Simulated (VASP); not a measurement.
An input for Quantum ESPRESSO's pw.x (written as the equivalent of a VASP run, and not itself run):

```
&CONTROL
  calculation = 'scf'
  pseudo_dir = './pseudo'
  outdir = './out'
  tprnfor = .true.
  tstress = .true.
/
&SYSTEM
  ibrav = 0
  nat = 1
  ntyp = 1
  ecutwfc = 56
  occupations = 'smearing'
  smearing = 'methfessel-paxton'
  degauss = 0.00735
  input_dft = 'pbe'
  noncolin = .true.
  lspinorb = .true.
/
&ELECTRONS
  conv_thr = 7.3e-08
  electron_maxstep = 100
/
ATOMIC_SPECIES
  Pb 207.200 Pb.upf
CELL_PARAMETERS angstrom
     0.0000000    2.5245000    2.5245000
     2.5245000    0.0000000    2.5245000
     2.5245000    2.5245000    0.0000000
ATOMIC_POSITIONS crystal
  Pb   0.0000000  0.0000000  0.0000000
K_POINTS automatic
  11 11 11 0 0 0
```

Task: Translate this input to VASP (INCAR, KPOINTS, POSCAR, choice of POTCAR).

Result: This is not unique; one that fits is 
### INCAR
```
# general
SYSTEM    =Pb
PREC      =Accurate
ENCUT     =400   # plane-wave cut-off (eV)
LREAL     =F   # projection in real space or not
LASPH     =T

# electronic loop
EDIFF     =1E-6   # SCF stop (eV)
NELM      =100   # most electronic steps
ALGO      =Normal   # blocked Davidson
LMAXMIX   =4   # l cut-off of mixed one-centre charges

# smearing
ISMEAR    =1
SIGMA     =0.1

# functional
GGA       =PE
GGA_COMPAT=F

# spin
MAGMOM    =3*0
LSORBIT   =T

# ions
ISIF      =2   # forces and stress, cell fixed

# output
LWAVE     =F
LCHARG    =F
```

File KPOINTS:
```
Automatic mesh
0
Gamma
11 11 11
0 0 0
```

### POSCAR
```
Pb
2.52450
  0.0000000000   1.0000000000   1.0000000000
  1.0000000000   0.0000000000   1.0000000000
  1.0000000000   1.0000000000   0.0000000000
Pb
1
Cart
  0.0000000000   0.0000000000   0.0000000000
```

POTCAR, in this order: Pb_d (PBE.64 set). Program: vasp_ncl.

Limits of the translation: the potentials are each code's own (VASP's PAW set, PseudoDojo norm-conserving files, fully relativistic, in pw.x), so ENCUT and ecutwfc are chosen apart and not converted; conv_thr bounds pw.x's estimated SCF error, while EDIFF bounds the energy change between steps.

The compound is Pb in the fcc structure. The cell was not relaxed at this level. The run is one of a series of settings (GGA_COMPAT = .FALSE., LSORBIT = .TRUE., MAGMOM = 0 0 0, program vasp_ncl against the base run), some of them coarse on purpose.
